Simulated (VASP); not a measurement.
# Lithium: input slips in a relaxation and what they do, part 2 of 2

Some relaxations of Lithium get a fault in the input on purpose. Which of them show, and how? The starting structure is a measured crystal structure from the Crystallography Open Database. The first relaxation on each setting starts from this cell expanded by 3 % in volume.

VASP 6.6.1.

Results so far: reference 19.96 Å³ an atom; the cell held fixed (ISIF = 2) 22.26 Å³ an atom; a smearing far too wide 21.74 Å³ an atom.

### 5. Relaxation with too few ionic steps (continued)

Level of this step: PBEsol; plane waves and PAW (Li_sv) (VASP).

From OUTCAR (step 5):

```text
  Total       -0.1379227     -0.1379227     -0.1379227     -0.0000000     -0.0000000      0.0000000
  in kB      -10.1883797    -10.1883797    -10.1883797     -0.0000000     -0.0000000      0.0000000
  external PRESSURE =     -10.1883797 kB  Pullay stress =       0.0000000 kB

 POSITION                                       TOTAL-FORCE (eV/Angst)
 -----------------------------------------------------------------------------------
      0.00000      0.00000     -0.00000         0.000000      0.000000     -0.000000
 -----------------------------------------------------------------------------------
    total drift:                                0.000000     -0.000000      0.000000

  FREE ENERGIE OF THE ION-ELECTRON SYSTEM (eV)
  ---------------------------------------------------
  free  energy   TOTEN  =        -1.9638273851 eV

  energy  without entropy=       -1.9635360361  energy(sigma->0) =       -1.96373027

[... 1 part as in an earlier step ...]

[... 2 further parts left out ...]
[key lines of the parts left out:]
E-fermi :   0.4506
```

The relaxation used up its 2 ionic steps (NSW) before forces and stress met EDIFFG.

### 6. Relaxation with a cutoff far too low

A slip made on purpose: a cutoff far too low. Against step 2 the input has PREC = Normal and ENCUT = 270 (also changed: NELM).

File INCAR:

```
SYSTEM = Li
PREC = Normal
ENCUT = 270
EDIFF = 1E-06
NELM = 60
ISMEAR = 1
SIGMA = 0.15
LREAL = .FALSE.
ALGO = Normal
GGA = PS
NBANDS = 7
LORBIT = 11
LWAVE = .FALSE.
LCHARG = .FALSE.
KPAR = 2
IBRION = 2
NSW = 50
ISIF = 3
EDIFFG = -0.004
```

File POSCAR:

```
Li
1.0
   -1.7720239022      1.7720239022      1.7720239022
    1.7720239022     -1.7720239022      1.7720239022
    1.7720239022      1.7720239022     -1.7720239022
Li
1
Direct
    0.0000000000      0.0000000000      0.0000000000
```

File KPOINTS:

```
Automatic mesh
0
Gamma
18 18 18
0 0 0
```

Potentials, in the order of the species: Li_sv (PBE family, release 64).

Command:

```console
> mpirun -np 2 vasp_std
```

The log of the run:

```text
[... set-up lines as in an earlier step ...]
 entering main loop
       N       E                     dE             d eps       ncg     rms          rms(c)
DAV:   1    -0.184743261694E+01   -0.18474E+01   -0.44647E+02  2863   0.178E+02
DAV:   2    -0.295957937538E+01   -0.11121E+01   -0.10856E+01  3780   0.277E+01
DAV:   3    -0.297087993243E+01   -0.11301E-01   -0.11280E-01  3024   0.205E+00
DAV:   4    -0.297108142378E+01   -0.20149E-03   -0.20149E-03  3745   0.234E-01
DAV:   5    -0.297108327355E+01   -0.18498E-05   -0.18498E-05  3094   0.153E-02BRMIX: very serious problems
 the old and the new charge density differ
 old charge density:     3.00000 new    2.99996
BRMIX: very serious problems
 the old and the new charge density differ
 old charge density:     3.00000 new    2.99996
    0.208E+00
DAV:   6    -0.292660902367E+01    0.44474E-01   -0.58995E-03  3038   0.509E-01    0.115E+00
DAV:   7    -0.293795817683E+01   -0.11349E-01   -0.15669E-02  3353   0.788E-01    0.498E-02
DAV:   8    -0.293788505013E+01    0.73127E-04   -0.24212E-04  3185   0.130E-01    0.136E-02
DAV:   9    -0.293787892658E+01    0.61236E-05   -0.90908E-06  3682   0.209E-02    0.424E-03
DAV:  10    -0.293787497586E+01    0.39507E-05   -0.12677E-06  2891   0.659E-03    0.353E-03
DAV:  11    -0.293787331408E+01    0.16618E-05   -0.44125E-08  1456   0.190E-03    0.325E-03
DAV:  12    -0.293787319407E+01    0.12001E-06   -0.45374E-09  1414   0.634E-04
   1 F= -.29378732E+01 E0= -.29376546E+01  d E =-.293787E+01
[...]
DAV:   1    -0.313085864739E+01   -0.19299E+00   -0.72021E-01  2744   0.520E+00BRMIX: very serious problems
[...]
BRMIX: very serious problems
[... from here on, the cycles between the ionic steps are left out ...]
   2 F= -.30815699E+01 E0= -.30813079E+01  d E =-.143697E+00
   3 F= -.31554947E+01 E0= -.31551601E+01  d E =-.217621E+00
   4 F= -.32256388E+01 E0= -.32253261E+01  d E =-.287766E+00
   5 F= -.32410793E+01 E0= -.32407412E+01  d E =-.303206E+00
   6 F= -.32441428E+01 E0= -.32438122E+01  d E =-.306270E+00
   7 F= -.32442086E+01 E0= -.32438762E+01  d E =-.306335E+00
   8 F= -.32442368E+01 E0= -.32439050E+01  d E =-.282519E-04
 trial-energy change:   -0.000028  1 .order   -0.000030   -0.000053   -0.000006
 step:   1.5695(harm=  1.5695)  dis= 0.00000  next Energy=    -3.244239 (dE=-0.299E-04)
 reached required accuracy - stopping structural energy minimisation
```

Run time: 9.6 s. Hardware: 2 MPI ranks of AMD EPYC 7R43, shared host; peak memory 0.15 GiB.

Parts of OUTCAR (step 6):

```text
  Total        0.0018119      0.0018119      0.0018119     -0.0000000     -0.0000000      0.0000000
  in kB        0.2097852      0.2097852      0.2097852     -0.0000000     -0.0000000      0.0000000
  external PRESSURE =       0.2097852 kB  Pullay stress =       0.0000000 kB

 POSITION                                       TOTAL-FORCE (eV/Angst)
 -----------------------------------------------------------------------------------
     -0.00000      0.00000      0.00000        -0.000000      0.000000     -0.000000
 -----------------------------------------------------------------------------------
    total drift:                               -0.000000     -0.000000      0.000000

  FREE ENERGIE OF THE ION-ELECTRON SYSTEM (eV)
  ---------------------------------------------------
  free  energy   TOTEN  =        -3.2442368315 eV

  energy  without entropy=       -3.2432413561  energy(sigma->0) =       -3.24390501

[... 2 parts as in an earlier step ...]

[... 2 further parts left out ...]
[key lines of the parts left out:]
E-fermi :   1.9632
```

With a cutoff far too low the cell ends at 13.838 Å³ an atom, -30.68 % from the reference.

### 7. All runs side by side

| run | ended | volume (Å³/atom) | change (%) | pressure left (GPa) | core minutes |
| --- | --- | --- | --- | --- | --- |
| reference | converged | 19.961 | - | 0.02 | 2.25 |
| the cell held fixed (ISIF = 2) | converged | 22.257 | 11.5 | -1.28 | 0.487 |
| a smearing far too wide | converged | 21.74 | 8.91 | 0.0 | 1.17 |
| too few ionic steps | not converged | - | - | - | 0.833 |
| a cutoff far too low | converged | 13.838 | -30.68 | 0.02 | 0.32 |

Core minutes are wall time times ranks, summed over the relaxations behind a row (those for a bulk modulus apart), on shared hosts.

### 8. Results

```yaml
volume_of_the_reference: 19.96 Å³/atom
volume_against_the_reference_the_cell_held_fixed: +11.50 %
volume_against_the_reference_a_smearing_far_too_wide: +8.91 %
volume_against_the_reference_a_cutoff_far_too_low: -30.68 %
run_with_too_few_ionic_steps: not converged
```

The run with too few ionic steps didn't converge. Finished, but with signs in the output that stand out against the reference: the cell held fixed (ISIF = 2), with the volume kept at the input's, +11.5 % from the reference (signs: a stress of up to 1.3 GPa); a smearing far too wide, with the volume changed by +8.9 % (signs: a large entropy term in the energy); a cutoff far too low, with the volume changed by -30.7 % (signs: a warning on the charge density and -7.4 GPa at the first ionic step (of the first relaxations, not shown; reference: -1.3 GPa)). The reference was restarted once and the runs with a slip weren't, so their cells may not have settled fully. Further runs on this material are not shown.

[Lines on the potential files, build, host, timing and source positions are cut from VASP's logs without a mark.]

[Logs are printed without paths, hosts, clocks, repeated set-up lines and the standing remarks that a program may print on its own settings, such as how far it seeks lower states.]

[Hosts, paths, dates, database ids (printed as entryN), source tags and the programs' standing remarks are cut or masked in the printed files.]
